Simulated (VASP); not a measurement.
```
CELL_PARAMETERS angstrom
      0.00000     3.14254     3.14254
      3.14254     0.00000     3.14254
      3.14254     3.14254     0.00000
ATOMIC_POSITIONS crystal
  Sn 0.00000 0.00000 0.00000
  Te 0.50000 0.50000 0.50000
```

The numbers are results of PBEsol GGA, VASP's PBE PAW potentials (set 64) (plane waves; VASP), not measurements. Settings: 400 eV cut-off, Gaussian smearing of 0.050 eV, potentials Sn_d Te.

Unless said otherwise, spin-orbit coupling is left out, though it shifts the bands of the heavy elements here.

Task: Give the energies of bands 7 to 13 at the high-symmetry points, in eV from the valence-band maximum.

Result: 
```json
[
 {"band": "7", "Γ": "-4.62", "X": "-6.44", "U": "-7.42", "L": "-8.35", "W": "-7.36"},
 {"band": "8", "Γ": "-2.10", "X": "-5.60", "U": "-5.20", "L": "-1.76", "W": "-4.84"},
 {"band": "9", "Γ": "-2.10", "X": "-3.73", "U": "-3.23", "L": "-1.76", "W": "-4.84"},
 {"band": "10", "Γ": "-2.10", "X": "-3.73", "U": "-2.69", "L": "0.00", "W": "-0.76"},
 {"band": "11", "Γ": "3.40", "X": "2.12", "U": "3.09", "L": "0.17", "W": "0.88"},
 {"band": "12", "Γ": "3.40", "X": "5.01", "U": "3.12", "L": "0.39", "W": "4.63"},
 {"band": "13", "Γ": "3.40", "X": "5.01", "U": "4.20", "L": "0.39", "W": "4.63"}
]
```

The gap is indirect, 0.08 eV, from the valence maximum at L to the conduction minimum at L-W at 0.07.

The structure was generated: SnTe was put into the rock salt type (Fm-3m), which need not be its known phase. It was relaxed first, which changed the volume by +16 %.
